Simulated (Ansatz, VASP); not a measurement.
# Cs2AgBiF6: VASP beside Ansatz, part 2 of 2

Wanted: the spread between two codes on one cell, functional and k mesh. The cell is taken from a series of runs on this material, whose earlier steps may have relaxed, scaled, displaced or heated it; both programs get it as it stands.

VASP 6.6.1 and Ansatz 0.2.0.

So far: Starting point; VASP: dielectric response, PBE.

## 3. Ansatz: dielectric response, PBE

Level of this step: Ansatz beside VASP: Kohn-Sham DFT, plane waves, PBE (Ansatz).

Ansatz runs on its PAW soft_1 files.

The same cell, functional and mesh now go to Ansatz, which takes its cutoff from its data sets.

Contents of input.yaml:

```yaml
crystal:
  lattice:
    - [0.0, 4.6740694725, 4.6740694725]
    - [4.6740694725, 0.0, 4.6740694725]
    - [4.6740694725, 4.6740694725, 0.0]
  atoms:
    - { symbol: Cs, position: [0.75, 0.75, 0.75] }
    - { symbol: Cs, position: [0.25, 0.25, 0.25] }
    - { symbol: Ag, position: [0.5, 0.5, 0.5] }
    - { symbol: Bi, position: [0.0, 0.0, 0.0] }
    - { symbol: F, position: [0.75872864, 0.24127136, 0.24127136] }
    - { symbol: F, position: [0.24127136, 0.24127136, 0.75872864] }
    - { symbol: F, position: [0.24127136, 0.75872864, 0.75872864] }
    - { symbol: F, position: [0.24127136, 0.75872864, 0.24127136] }
    - { symbol: F, position: [0.75872864, 0.24127136, 0.75872864] }
    - { symbol: F, position: [0.75872864, 0.75872864, 0.24127136] }
kpoints:
  mp_grid: { grid: [4, 4, 4] }
hamiltonian:
  xc: pbe
  pseudopotentials: { kind: paw, azcp: { folder: soft_1 } }
scf:
  occupations: { method: fixed }
dielectric: {}
```

Launch:

```console
> ansatz run input.yaml --threads 2 --pin off --max-ram 92160MiB --backend cuda --events-out ev --progress --plain --runs-dir out --devices 1 --max-vram 13GiB
```

Numbers of over 12 decimals in the logs are rounded to 6 here.

The program printed:

```text
GPUs: using 1 of 1 available (devices: 1).
Engine: ansatz 0.2.0, x86_64-unknown-linux-gnu
Pseudopotentials: kind: paw
Pseudopotential: Cs, paw, valence charge 9, recommended cutoff 420 eV (normal), soft_1/Cs.paw.azcp
Pseudopotential: Ag, paw, valence charge 19, recommended cutoff 420 eV (normal), soft_1/Ag.paw.azcp
Pseudopotential: Bi, paw, valence charge 15, recommended cutoff 420 eV (normal), soft_1/Bi.paw.azcp
Pseudopotential: F, paw, valence charge 7, recommended cutoff 420 eV (normal), soft_1/F.paw.azcp
Functional definition: PBE
  parameter kappa = 0.804
  parameter beta = 0.066725
  exchange = pbe_x(kappa = kappa, mu = beta*pi^2/3)
  correlation = pbe_c(beta = beta)
device memory: the entry about to start is reckoned to put 2.9 GiB on a device that reports 46.1 GiB free (of which the cap on the GPU budget leaves the run 13.0 GiB)
GPU FFT provider: cuFFT
GPU libraries: cuBLAS 13.8.2, cuFFT 12.4.0, cuSOLVER 12.3.4
Crystal: 10 atoms, lattice volume = 204.228 Å³
Basis set: ecut = 420 eV, 4015 PW (Γ), exchange–correlation on 90×90×90 points (8 copies of the dense FFT grid, shifted against one another)
Bands: 57, of which v1, the nominal top of the filled ones, is band 47 counted from 1 (46 counted from 0)
Symmetry: 48 space group operations
k-points: 13 of 64 (irreducible under 8 space group operations, time reversal used)
Non-local potential: Cs, projectors of the file, l = 0: 3, l = 1: 2, l = 2: 2, l = 3: 2
Non-local potential: Ag, projectors of the file, l = 0: 3, l = 1: 2, l = 2: 2, l = 3: 1
Non-local potential: Bi, projectors of the file, l = 0: 2, l = 1: 2, l = 2: 2, l = 3: 1
Non-local potential: F, projectors of the file, l = 0: 2, l = 1: 2, l = 2: 1
PAW form: soft (Blöchl's): semilocal exchange-correlation on the pseudo side does not see the compensation charge
PAW one-centre angular grid: Cs, 194 points (default); XC on 64 Gauss nodes
PAW one-centre angular grid: Ag, 590 points (default); XC on 64 Gauss nodes
PAW one-centre angular grid: Bi, 590 points (default); XC on 64 Gauss nodes
PAW one-centre angular grid: F, 110 points (default); XC on 64 Gauss nodes
Initial density: superposition of atomic densities (chi_scale 0.1, normalization cell, long waves kept (reshape's long-wave potential 0.01 eV rms))
Initial wavefunctions: pseudopotential atomic-orbital guess
GPU buffer pool allocated for 91125 grid points (all kernels)
GPU transforms: local potential and band sums: pruned to the plane-wave sphere, on 45×45×45
Functional: x = pbe(κ = 0.804, μ = 0.219515), c = pbe(β = 0.066725)
SCF iter   1: F=—  HF=-36200.991539 eV  |F-HF|=—  |Δ(HF+E_count)|=         —  Δρ=1.60e-1  dr2=4.74e1  ethr=3.10e-3  ⟨swp⟩=5.2  Hψ=2433  notcnv=0  defer=84
preconditioner: auto → Resta (q_TF=auto, 2.397 Å⁻¹)  ε∞=4.2  [insulator: Δε(μ)=1.100 eV  Ē_g=12.247 eV  n_scr=58 (ndim 8)  ℏωp=22.0 eV  f_vac=0.019  ε∞_Penn≈4.2]
SCF iter   2: F=—  HF=-36189.502773 eV  |F-HF|=—  |Δ(HF+E_count)|=    1.15e1  Δρ=6.26e-2  dr2=5.29e0  ethr=3.10e-3  ⟨swp⟩=4.0  Hψ=1894  notcnv=0  defer=90
SCF iter   3: F=—  HF=-36188.397615 eV  |F-HF|=—  |Δ(HF+E_count)|=    1.11e0  Δρ=1.77e-2  dr2=1.12e0  ethr=3.10e-3  ⟨swp⟩=2.0  Hψ=1427  notcnv=0  defer=75
SCF iter   4: F=—  HF=-36188.100535 eV  |F-HF|=—  |Δ(HF+E_count)|=   2.97e-1  Δρ=4.82e-3  dr2=1.02e-1  ethr=1.19e-3  ⟨swp⟩=2.7  Hψ=1294  notcnv=0  defer=98
SCF iter   5: F=—  HF=-36188.080572 eV  |F-HF|=—  |Δ(HF+E_count)|=   2.00e-2  Δρ=2.12e-3  dr2=1.13e-2  ethr=1.09e-4  ⟨swp⟩=3.1  Hψ=1229  notcnv=0  defer=97
SCF iter   6: F=—  HF=-36188.082756 eV  |F-HF|=—  |Δ(HF+E_count)|=   2.18e-3  Δρ=1.02e-3  dr2=1.56e-3  ethr=1.21e-5  ⟨swp⟩=3.0  Hψ=1459  notcnv=0  defer=97
SCF iter   7: F=—  HF=-36188.082768 eV  |F-HF|=—  |Δ(HF+E_count)|=   1.22e-5  Δρ=1.41e-4  dr2=3.83e-5  ethr=1.66e-6  ⟨swp⟩=2.0  Hψ=1305  notcnv=0  defer=97
SCF iter   8: F=—  HF=-36188.082558 eV  |F-HF|=—  |Δ(HF+E_count)|=   2.10e-4  Δρ=3.40e-5  dr2=3.08e-6  ethr=4.07e-8  ⟨swp⟩=2.0  Hψ=1285  notcnv=0  defer=88
SCF iter   9: F=—  HF=-36188.083477 eV  |F-HF|=—  |Δ(HF+E_count)|=   9.20e-4  Δρ=7.75e-6  dr2=1.51e-7  ethr=3.28e-9  ⟨swp⟩=2.0  Hψ=1308  notcnv=0  defer=74
SCF iter  10: F=—  HF=-36188.083477 eV  |F-HF|=—  |Δ(HF+E_count)|=   1.30e-7  Δρ=2.00e-6  dr2=1.14e-8  ethr=1.61e-10  ⟨swp⟩=2.0  Hψ=1233  notcnv=0  defer=74
SCF iter  11: F=—  HF=-36188.083477 eV  |F-HF|=—  |Δ(HF+E_count)|=   2.09e-8  Δρ=1.49e-6  dr2=2.61e-9  ethr=1.21e-11  ⟨swp⟩=2.0  Hψ=1180  notcnv=0  defer=74
SCF iter  12: F=—  HF=-36188.083477 eV  |F-HF|=—  |Δ(HF+E_count)|=  1.46e-10  Δρ=2.69e-7  dr2=1.29e-10  ethr=2.77e-12  ⟨swp⟩=2.0  Hψ=1159  notcnv=0  defer=74
SCF iter  13: F=-36188.083477 eV  HF=-36188.083477 eV  |F-HF|=1.46e-11  |Δ(HF+E_count)|=  2.33e-10  Δρ=4.59e-8  dr2=5.00e-12  ethr=1.00e-12  ⟨swp⟩=11.2  Hψ=2950  notcnv=0
SCF 1 converged in 13 iterations: F = -36188.083477 eV  dr2 = 5.00e-12
  greatest PAW one-centre occupation: 1.001 electrons in one spin orbital (limit 2), on the Ag atom at site 2 (counted from 0), in its partial waves of l = 0
the response reads at least the filled bands of the reference SCF and the lowest empty band at each k-point, and that SCF's band table does not vouch for those bands. The notice of the band table in this run's record says why
device memory: the entry about to start is reckoned to put 1.2 GiB on a device that reports 49.4 GiB free (of which the cap on the GPU budget leaves the run 13.0 GiB)
NSCF: frozen V_eff on 1 k-points
device memory: the entry about to start is reckoned to put 0.1 GiB (of the 0.1 GiB reckoned in all, the device holds 0.1 GiB already) on a device that reports 49.4 GiB free (of which the cap on the GPU budget leaves the run 13.0 GiB)
device memory: the entry about to start is reckoned to put 1.8 GiB (of the 1.8 GiB reckoned in all, the device holds 0.1 GiB already) on a device that reports 49.4 GiB free (of which the cap on the GPU budget leaves the run 12.9 GiB)
DFPT response loops at Γ: preconditioner auto → Resta (q_TF=auto, 2.397 Å⁻¹)  ε∞=4.7 (no band partly filled); β = 1.00, the filter's whole step (`scf.mixing.beta` (0.50) is not read by the response loops at its default; to damp them type it under 1.00, their step now; it binds the ground state too); Broyden in place of MSR1
SCF converged after 13 iterations
Free energy (F): -36188.083477 eV
Harris-Foulkes:  -36188.083477 eV  (|F-HF|=1.46e-11)
Internal energy: -36188.083477 eV  (E = F + TS)
E sigma→0 (E₀):  -36188.083477 eV
Fermi energy:    6.038876 eV
--- Per-component energies (eV) ---
  E_band       = -769.746977
  E_kinetic    = 2195.268521
  E_local      = -9608.451607  (includes V_loc(G=0)·N_el)
  E_nonlocal   = 1013.032684
  E_hartree    = 4038.257492
  E_xc         = -1135.227805
  E_vxc        = -1203.672055  (∫ρ·V_xc dr)
  E_paw        = -25966.932667  (= ΣΔE_a)
  E_vpaw       = -1242.444197  (= ΣTr[D̂ρ^β])
  E_aug_tail   = 0.004665  (compensation charges beyond the density's cutoff)
  E_ewald      = -6724.034761
  E_smearing   = -0.000000  (= −TS)
  E_closure    = -0.000000  (closes the sum)
  Σ components = -36188.083477   (vs F -36188.083477, Δ=0.00e0)
--- Band table (eV; the first three rows and the last of 13) ---
  k-point 0: bands = [... 43 lower, 4.5939, 4.5939, 5.4466, 5.4466, 9.4980, 9.4980, 9.4980, 9.8362, ... 6 higher]
  k-point 1: bands = [... 43 lower, 4.6071, 4.6071, 5.2928, 5.2928, 8.9659, 9.9148, 9.9148, 10.9494, ... 6 higher]
  k-point 2: bands = [... 43 lower, 4.6158, 4.6158, 5.1511, 5.1511, 8.7369, 10.4005, 10.4005, 11.7940, ... 6 higher]
  k-point 12: bands = [... 43 lower, 4.6228, 4.6599, 5.2412, 5.9385, 9.7010, 10.1401, 10.1401, 10.9003, ... 6 higher]
--- Dielectric response (ions clamped): 1 representative field direction + reference, on 13 of 64 k-points (Σ response iterations 10) ---
  k mesh reduced under 8 symmetry operations, with k and −k counted as one. Each operation leaves every solved perturbation unchanged. A smaller set is not considered because the run solves the response to a homogeneous field
  ε∞ (high-frequency dielectric tensor):
        2.934560    -0.000000    -0.000000
        0.000000     2.934560     0.000000
        0.000000     0.000000     2.934560
  Born effective charges Z* (e; rows j = field, columns β = displacement):
    site 0:
         1.34054   -0.00000   -0.00000
         0.00000    1.34054   -0.00000
        -0.00000   -0.00000    1.34054
    site 1:
         1.34054   -0.00000   -0.00000
         0.00000    1.34054   -0.00000
        -0.00000   -0.00000    1.34054
    site 2:
         1.52938   -0.00000   -0.00000
         0.00000    1.52938   -0.00000
        -0.00000   -0.00000    1.52938
    site 3:
         3.97250   -0.00000   -0.00000
         0.00000    3.97250   -0.00000
        -0.00000   -0.00000    3.97250
    site 4:
        -2.46807    0.00000   -0.00000
        -0.00000   -0.81171   -0.00000
         0.00000   -0.00000   -0.81171
    site 5:
        -0.81171   -0.00000   -0.00000
         0.00000   -0.81171    0.00000
        -0.00000   -0.00000   -2.46807
    site 6:
        -2.46807   -0.00000   -0.00000
         0.00000   -0.81171   -0.00000
         0.00000   -0.00000   -0.81171
    site 7:
        -0.81171   -0.00000   -0.00000
        -0.00000   -2.46807   -0.00000
        -0.00000   -0.00000   -0.81171
    site 8:
        -0.81171    0.00000   -0.00000
         0.00000   -2.46807   -0.00000
        -0.00000    0.00000   -0.81171
    site 9:
        -0.81171   -0.00000    0.00000
         0.00000   -0.81171    0.00000
         0.00000   -0.00000   -2.46807
  Z* charge neutrality: 2.241e-6 e pre-enforcement
  k-mesh period / interband length: 26.4 Å / 1.26 Å = 21.04 at k = (0.0000, -0.5000, -0.5000), direct gap 3.856 eV — 14 or more, which is no proof of convergence
```

Reading the cycles: dr2 is the Hartree energy of the density residual (eV), the measure of convergence; HF is the Harris–Foulkes estimate of the energy, which meets the free energy F at convergence.

## 4. Side by side

Known differences besides the potentials themselves: fixed occupations in Ansatz, narrow Gaussian smearing in VASP; the data sets hold 94 valence electrons in Ansatz (on its PAW soft_1 files) and 86 in VASP; the cutoff is 420 eV in Ansatz and 520 eV in VASP. Total energies have different zeros and are not compared.

Both answers:

| quantity | Ansatz | VASP | difference |
| --- | --- | --- | --- |
| ε∞ xx | 2.93 | 2.93 | +0.26 % |
| ε∞ yy | 2.93 | 2.93 | +0.26 % |
| ε∞ zz | 2.93 | 2.93 | +0.26 % |
| Born charge of Cs1 (mean of the diagonal) (e) | 1.34 | 1.34 | +0.01 |
| Born charge of Ag3 (mean of the diagonal) (e) | 1.53 | 1.52 | +0.01 |
| Born charge of Bi4 (mean of the diagonal) (e) | 3.97 | 3.95 | +0.03 |
| Born charge of F5 (mean of the diagonal) (e) | -1.36 | -1.36 | -0.01 |

## 5. Outcome

```json
{
 "difference in ε∞ xx (dielectric response, PBE)": "0.26 %"
}
```

In words: The difference in ε∞ xx is 0.26 % (dielectric response, PBE), within the 5 % picked in this series as the mark of a large difference. The data sets hold unlike numbers of valence electrons (94 in Ansatz and 86 in VASP), so part of the differences comes from the potentials. How closely two codes agree says nothing of how well the functional describes the real material.

[Lines on the potential files, build, host, timing and source positions are cut from VASP's logs without a mark.]

[Logs are printed without paths, hosts, clocks, repeated set-up lines and the standing remarks that a program may print on its own settings, such as how far it seeks lower states.]

[Hosts, paths, dates, database ids (printed as entryN), source tags and the programs' standing remarks are cut or masked in the printed files.]
